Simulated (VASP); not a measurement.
Wanted: the native input for a VASP 6.6.1 run.

| Property | Result |
| --- | --- |
| Task | single point |
| Functional | LDA |
| Potentials or basis | VASP PAW LDA potentials, release 64 (Nb_sv, B) |
| Cutoff | 520 eV |
| k mesh | 6 × 6 × 6 |
| Occupations | gaussian, width 0.1 eV |
| Spin | no spin polarisation |
| Dipole correction | no |
| Further INCAR settings | ALGO = Normal; EDIFF = 1e-07; NBANDS = 16 |

The structure of NbB2 lies in POSCAR:

```
NbB2
1.0
    3.1100004305      0.0000000000      0.0000000000
   -1.5550002153      2.6933393786      0.0000000000
    0.0000000000      0.0000000000      3.2700000000
Nb B
1 2
Direct
    0.0000000000      0.0000000000      0.0000000000
    0.3333333333      0.6666666667      0.5000000000
    0.6666666667      0.3333333333      0.5000000000
```

The input as run:

INCAR

```
SYSTEM = NbB2
PREC = Accurate
ENCUT = 520
EDIFF = 1E-7
ISMEAR = 0
SIGMA = 0.1
LREAL = .False.
LASPH = .True.
NELM = 100
ALGO = Normal
ISIF = 2
LWAVE = .False.
LCHARG = .False.
NBANDS = 16
```

KPOINTS

```
regular mesh
0
Gamma
  6 6 6
  0 0 0
```

Potentials or basis: VASP PAW LDA potentials, release 64 (Nb_sv, B).

Launch:

```bash
$ cat potpaw_LDA.64/Nb_sv/POTCAR potpaw_LDA.64/B/POTCAR > POTCAR
$ mpirun -np 1 vasp_std > vasp.out
```

Results of the run:

```
Pressure               : -6.4 GPa
Band gap on the k mesh : none (metal or under the smearing width)
```

Caveat: the k mesh is coarse (spacing up to 0.39 Å⁻¹), so the values aren't converged.

It took 7.7 s on 1 thread of Intel(R) Xeon(R) Platinum 8259CL CPU @ 2.50GHz (Skylake/Cascade Lake), with other jobs on the host, peak memory 0.13 GiB.
